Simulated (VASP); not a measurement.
Output of a VASP run:

### OSZICAR
```
       N       E                     dE             d eps       ncg     rms          rms(c)
DAV:   1     0.457576954262E+02    0.45758E+02   -0.65548E+03  2610   0.117E+03
DAV:   2    -0.125789931543E+02   -0.58337E+02   -0.57380E+02  3354   0.247E+02
DAV:   3    -0.132962341475E+02   -0.71724E+00   -0.69754E+00  3077   0.270E+01
DAV:   4    -0.133018200769E+02   -0.55859E-02   -0.55784E-02  3045   0.186E+00
DAV:   5    -0.133018549888E+02   -0.34912E-04   -0.34912E-04  3047   0.127E-01    0.130E+01
DAV:   6    -0.128995606043E+02    0.40229E+00   -0.45358E-01  2713   0.776E+00    0.608E+00
DAV:   7    -0.127841899001E+02    0.11537E+00   -0.32214E-01  2744   0.614E+00    0.359E-01
DAV:   8    -0.127819637017E+02    0.22262E-02   -0.37075E-03  2849   0.825E-01    0.608E-02
DAV:   9    -0.127819471779E+02    0.16524E-04   -0.72624E-05  2818   0.101E-01    0.261E-02
DAV:  10    -0.127819467514E+02    0.42657E-06   -0.41625E-06  3227   0.268E-02    0.272E-03
DAV:  11    -0.127819467326E+02    0.18709E-07   -0.15275E-07  2203   0.522E-03
   1 F= -.12781947E+02 E0= -.12781627E+02  d E =-.960127E-03
```

**OUTCAR**
```
------------------------ aborting loop because EDIFF is reached ----------------------------------------
  FORCE on cell =-STRESS in cart. coord.  units (eV):
  Direction    XX          YY          ZZ          XY          YZ          ZX
  --------------------------------------------------------------------------------------
  Total       -1.3356953     -1.3356953     -1.3356953     -0.0000000      0.0000000     -0.0000000
  in kB     -116.5433306   -116.5433306   -116.5433306     -0.0000000      0.0000000     -0.0000000
  external PRESSURE =    -116.5433306 kB  Pullay stress =       0.0000000 kB
  volume of cell :       18.36
      direct lattice vectors                 reciprocal lattice vectors
    -1.661971291  1.661971291  1.661971291     0.000000000  0.300847555  0.300847555
     1.661971291 -1.661971291  1.661971291     0.300847555  0.000000000  0.300847555
     1.661971291  1.661971291 -1.661971291     0.300847555  0.300847555  0.000000000
 POSITION                                       TOTAL-FORCE (eV/Angst)
 -----------------------------------------------------------------------------------
      0.00000      0.00000      0.00000        -0.000000     -0.000000      0.000000
 -----------------------------------------------------------------------------------
    total drift:                                0.000000      0.000000     -0.000000
  FREE ENERGIE OF THE ION-ELECTRON SYSTEM (eV)
  ---------------------------------------------------
  free  energy   TOTEN  =       -12.7819467326 eV

  energy  without entropy=      -12.7809866056  energy(sigma->0) =      -12.78162669
```
(Selected blocks of OUTCAR.)

**POSCAR**
```
Ta
1
   -1.6619712911     1.6619712911     1.6619712911
    1.6619712911    -1.6619712911     1.6619712911
    1.6619712911     1.6619712911    -1.6619712911
Ta
1
Direct
  0.0000000000   0.0000000000   0.0000000000
```

Problem. Write an INCAR and KPOINTS that could have produced this output.

Solution. Several could match; the one computed here: the input of the run itself, LDA (Ceperley-Alder, Perdew-Zunger), plane waves, VASP's LDA PAW potentials (set 64).

INCAR:
```
ENCUT = 520
LASPH = T   ! aspherical one-centre terms
LMAXMIX = 6   ! l cut-off of mixed one-centre charges
ALGO = Normal   ! blocked Davidson
ISMEAR = 1   ! Methfessel-Paxton
EDIFF = 1E-7
LCHARG = F
PREC = Accurate
SIGMA = 0.1   ! width (eV)
LWAVE = F
NELM = 100
ISIF = 2   ! forces and stress, cell fixed
LREAL = F   ! projection in real space or not
SYSTEM = Ta
```

File KPOINTS:
```
Automatic mesh
0
Gamma
16 16 16
0 0 0
```

POTCAR, in this order: Ta_pv (LDA.64 set). Program: vasp_std.

The compound is Ta in the bcc structure. This cell is one point of a volume scan, at 1.06 of the reference volume.
